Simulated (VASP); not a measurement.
Method: r2SCAN meta-GGA, VASP's PBE PAW potentials (set 64) (plane waves; VASP 6.6.1).

Gaps are without spin-orbit coupling.

The volume per atom is 20.20 Å^3/atom, the band gap (over mesh and band path) comes out as 1.74 eV and the smallest direct gap (over mesh and band path) is 1.74 eV.

Which relaxed crystal gives these values?
(A) SnTe, Fm-3m (225)
(B) SnO, Cmce (64)
(C) GaP, P6_3mc (186)
(D) CsSnI3, Pm-3m (221)

C, GaP, P6_3mc (186)
